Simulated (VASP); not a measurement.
The system is Sb.

```
Sb
1.0
     3.16000    0.00000    0.00000
     0.00000    3.16000    0.00000
     0.00000    0.00000    3.16000
Sb
1
Direct
  0.00000 0.00000 0.00000
```

This isn't the form of Sb at room conditions, which is rhombohedral.

The cell isn't the ideal one: cell and atoms relaxed by PAW.

```yaml
Program: VASP 6.6.1
Task: relaxation of cell and atoms
Functional: LDA
Potentials_or_basis: VASP PAW LDA potentials, release 64 (Sb)
Cutoff: 600 eV
k_mesh: 10 × 10 × 10
Occupations: fermi-dirac, width 0.08 eV
Spin: no spin polarisation
```

At the start: pressure -6.0 GPa; volume 31.55 Å³/atom.

**Question.** How do energy, volume and symmetry change on relaxing?

**Answer.** Over 6 steps the energy falls by 70.6 meV/atom and the volume is 28.15 Å³/atom (-10.8 %); space group Pm-3m (No. 221, to 0.05 Å).

Step by step:
| step | energy change (eV) | largest force (eV/Å) | pressure (GPa) | volume (Å³) |
| --- | --- | --- | --- | --- |
| 1 | 0.0000 | 0.0000 | -5.97 | 31.55 |
| 2 | -0.0467 | 0.0000 | 4.87 | 26.48 |
| 3 | -0.0706 | 0.0000 | -0.04 | 28.17 |
| 4 | -0.0706 | 0.0000 | 0.12 | 28.10 |
| 5 | -0.0706 | 0.0000 | -0.07 | 28.18 |
| 6 | -0.0706 | 0.0000 | 0.00 | 28.15 |

Final structure:
```
CELL_PARAMETERS angstrom
3.04210 0.00000 0.00000
0.00000 3.04210 0.00000
0.00000 0.00000 3.04210
ATOMIC_POSITIONS crystal
Sb 0.00000 0.00000 0.00000
```
